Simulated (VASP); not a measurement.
Sb:

```
Sb
1.0
     2.15420    1.24373    3.75800
    -2.15420    1.24373    3.75800
     0.00000   -2.48746    3.75800
Sb
2
Direct
  0.23349 0.23349 0.23349
  0.76651 0.76651 0.76651
```

| Quantity | Value |
| --- | --- |
| Program | VASP 6.6.1 |
| Task | relaxation of cell and atoms |
| Functional | PBE |
| Dispersion | D3(BJ) |
| Potentials or basis | VASP PAW PBE potentials, release 64 (Sb) |
| Cutoff | 600 eV |
| k mesh | 9 × 9 × 9 |
| Occupations | gaussian, width 0.03 eV |
| Spin | no spin polarisation |

At the start: pressure 0.3 GPa; volume 30.21 Å³/atom.

How do energy, volume and symmetry change on relaxing?

Over 8 steps the energy falls by 3.7 meV/atom and the volume is 29.86 Å³/atom (-1.1 %); space group R-3m (No. 166, to 0.05 Å).

Step by step:
```tsv
step	energy change (eV)	largest force (eV/Å)	pressure (GPa)	volume (Å³)
1	0.0000	0.2147	0.25	60.41
2	-0.0034	0.0765	-0.47	60.82
3	-0.0034	0.0490	-0.61	60.91
4	-0.0062	0.0219	-0.33	60.35
5	-0.0074	0.0051	0.00	59.74
6	-0.0074	0.0076	0.03	59.67
7	-0.0074	0.0084	0.00	59.70
8	-0.0074	0.0090	-0.03	59.72
```

Final structure:
```cif
data_structure
_symmetry_space_group_name_H-M 'P 1'
_symmetry_Int_Tables_number 1
_cell_length_a 4.4521
_cell_length_b 4.4521
_cell_length_c 4.4521
_cell_angle_alpha 58.128
_cell_angle_beta 58.128
_cell_angle_gamma 58.128
_cell_volume 59.72
loop_
_atom_site_label
_atom_site_type_symbol
_atom_site_fract_x
_atom_site_fract_y
_atom_site_fract_z
_atom_site_occupancy
Sb1 Sb 0.23622 0.23622 0.23622 1
Sb2 Sb 0.76378 0.76378 0.76378 1
```
